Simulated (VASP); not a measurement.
Runs of VASP 6.6.1 on CaO. The structure is cubic, space group Fm-3m (No. 225). The conventional cell has a = 4.838 Å, b = 4.838 Å, c = 4.838 Å, α = 90.00°, β = 90.00°, γ = 90.00°. Ca (site symmetry m-3m) is surrounded by 6 O at 2.42 Å. O (site symmetry m-3m) has 6 Ca at 2.42 Å as nearest neighbours. The cell was built by a generator and needn't be a form met in nature.

```tsv
task	level	k mesh	grid for exact exchange (PRECFOCK)	screening parameter	exchange at q = 0	gap on the mesh (eV)	pressure (GPa)
band structure	HSE06	8 × 8 × 8	Fast	0.2 1/A	-	5.32	-2.0
band structure	PBE0	6 × 6 × 6	Fast	-	truncated	6.04	(a)
electrostatic potential	PBE0	6 × 6 × 6	Fast	-	default	6.05	-2.2
electrostatic potential	r2SCAN	10 × 10 × 10	-	-	-	4.19	-2.0
band structure	r2SCAN	10 × 10 × 10	-	-	-	4.19	-2.0
electrostatic potential	HSE06	8 × 8 × 8	Fast	0.2 1/A	-	5.32	-2.0
```

Alike in all rows: potentials or basis VASP PAW PBE potentials, release 64 (Ca_sv, O); no spin polarisation; cell as given; cutoff (eV) 520; smearing gaussian 0.02 eV.

Problem. Fill in the values left out.

Solution. (a) -2.1.

Caveats: the PAW data sets were made with another functional, which shifts forces and pressure a little.

A k mesh can miss the band edges.

Runs at the PBE level aren't shown here.
